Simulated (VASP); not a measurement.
Output of a VASP run:

### OSZICAR
```
       N       E                     dE             d eps       ncg     rms          rms(c)
DAV:   1     0.799488162621E+02    0.79949E+02   -0.91492E+03   918   0.181E+03
DAV:   2    -0.179245316420E+01   -0.81741E+02   -0.79211E+02  1010   0.318E+02
DAV:   3    -0.771487192282E+01   -0.59224E+01   -0.58950E+01  1140   0.733E+01
DAV:   4    -0.781412839400E+01   -0.99256E-01   -0.99223E-01  1004   0.108E+01
DAV:   5    -0.781613404802E+01   -0.20057E-02   -0.20056E-02  1145   0.130E+00    0.274E+00
DAV:   6    -0.770066592880E+01    0.11547E+00   -0.23926E-01  1385   0.868E+00    0.167E+00
DAV:   7    -0.769253309949E+01    0.81328E-02   -0.65236E-02  1196   0.200E+00    0.563E-01
DAV:   8    -0.769586441216E+01   -0.33313E-02   -0.11315E-02  1010   0.142E+00    0.885E-02
DAV:   9    -0.769668044638E+01   -0.81603E-03   -0.14572E-03  1090   0.507E-01    0.632E-02
DAV:  10    -0.769682270885E+01   -0.14226E-03   -0.12679E-04  1055   0.107E-01    0.346E-02
DAV:  11    -0.769695414059E+01   -0.13143E-03   -0.28573E-04   970   0.119E-01    0.648E-03
DAV:  12    -0.769695522899E+01   -0.10884E-05   -0.33985E-06  1115   0.250E-02    0.304E-03
DAV:  13    -0.769695659963E+01   -0.13706E-05   -0.21408E-06   975   0.107E-02    0.869E-04
DAV:  14    -0.769695658809E+01    0.11533E-07   -0.34129E-08   830   0.187E-03
   1 F= -.76969566E+01 E0= -.76969566E+01  d E =0.000000E+00
```

File OUTCAR:
```
------------------------ aborting loop because EDIFF is reached ----------------------------------------
  FORCE on cell =-STRESS in cart. coord.  units (eV):
  Direction    XX          YY          ZZ          XY          YZ          ZX
  --------------------------------------------------------------------------------------
  Total       -0.0064021     -0.0064021     -0.0064021     -0.0000000      0.0000000     -0.0000000
  in kB       -0.2111168     -0.2111168     -0.2111168     -0.0000000      0.0000000     -0.0000000
  external PRESSURE =      -0.2111168 kB  Pullay stress =       0.0000000 kB
  volume of cell :       48.59
      direct lattice vectors                 reciprocal lattice vectors
     0.000000000  2.896183003  2.896183003    -0.172641024  0.172641024  0.172641024
     2.896183003  0.000000000  2.896183003     0.172641024 -0.172641024  0.172641024
     2.896183003  2.896183003  0.000000000     0.172641024  0.172641024 -0.172641024
  FREE ENERGIE OF THE ION-ELECTRON SYSTEM (eV)
  ---------------------------------------------------
  free  energy   TOTEN  =        -7.6969565881 eV

  energy  without entropy=       -7.6969565881  energy(sigma->0) =       -7.69695659

 total charge

# of ion       s       p       d       tot
------------------------------------------
    1        0.882   0.737   9.982  11.601
    2        1.212   1.552   0.026   2.790
--------------------------------------------------
tot          2.093   2.289  10.009  14.391
```
(Selected blocks of OUTCAR.)

**POSCAR**
```
GaAs
1
    0.0000000000     2.8961830029     2.8961830029
    2.8961830029     0.0000000000     2.8961830029
    2.8961830029     2.8961830029     0.0000000000
Ga As
1 1
Direct
  0.0000000000   0.0000000000   0.0000000000
  0.2500000000   0.2500000000   0.2500000000
```

Task: Write an INCAR and KPOINTS that could have produced this output.

Result: One answer among several that fit: the input of the run itself, revPBE GGA, plane waves, VASP's PBE PAW potentials (set 64).

INCAR:
```
# general
SYSTEM  = GaAs
PREC    = Accurate
ENCUT   = 520   # plane-wave cut-off (eV)
LREAL   = F
LASPH   = T   # aspherical one-centre terms

# electronic loop
EDIFF   = 1E-7   # SCF stop (eV)
NELM    = 100   # most electronic steps
ALGO    = Normal   # blocked Davidson
LMAXMIX = 4

# smearing
ISMEAR  = -5   # tetrahedra, Bloechl

# functional
GGA     = RE

# ions
ISIF    = 2   # forces and stress, cell fixed

# output
LWAVE   = F
LCHARG  = T
LORBIT  = 11
NEDOS   = 601   # DOS grid
```

KPOINTS:
```
Automatic mesh
0
Gamma
9 9 9
0 0 0
```

POTCAR, in this order: Ga_d As (PBE.64 set). Program: vasp_std.

The compound is GaAs in the zinc blende structure. It was relaxed first, which changed the volume by +8 %.
